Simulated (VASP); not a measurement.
These are PBEsol GGA, VASP's PBE PAW potentials (set 64) (plane waves; VASP 6.6.1) values and carry that method's errors.

Input for VASP

INCAR:
```
! general
SYSTEM =MnGe
PREC   =Accurate
ENCUT  =400
LREAL  =F
LASPH  =T

! electronic loop
EDIFF  =1E-6
NELM   =100
ALGO   =Normal
LMAXMIX=4

! smearing
ISMEAR =1
SIGMA  =0.1

! functional
GGA    =PS

! spin
ISPIN  =2
MAGMOM =4.0 0.0

! ions
IBRION =2
NSW    =60
ISIF   =3
EDIFFG =-0.01

! output
LWAVE  =F
LCHARG =F
LORBIT =10
```

### KPOINTS
```
Automatic mesh
0
Gamma
11 11 11
0 0 0
```

POSCAR:
```
MnGe
1
    2.9973040000     0.0000000000     0.0000000000
    0.0000000000     2.9973040000     0.0000000000
    0.0000000000     0.0000000000     2.9973040000
Mn Ge
1 1
Direct
  0.0000000000   0.0000000000   0.0000000000
  0.5000000000   0.5000000000   0.5000000000
```

POTCAR, in this order: Mn_pv Ge_d (PBE.64 set). Program: vasp_std.

Problem. What will the output report for the number of irreducible k-points (NKPTS), number of bands (NBANDS), largest plane-wave count, number of space-group operations, FFT grid (NGX, NGY, NGZ)?

Solution. 
The number of irreducible k-points (NKPTS) comes out as 56. The number of bands (NBANDS) comes out as 19 and the largest plane-wave count comes out as 503. The number of space-group operations is 48 and the FFT grid (NGX, NGY, NGZ) is 20 × 20 × 20.

The structure was generated: MnGe was put into the CsCl type (Pm-3m), which need not be its known phase. This run relaxes it. Symmetry was kept, so distortions that lower it aren't found.
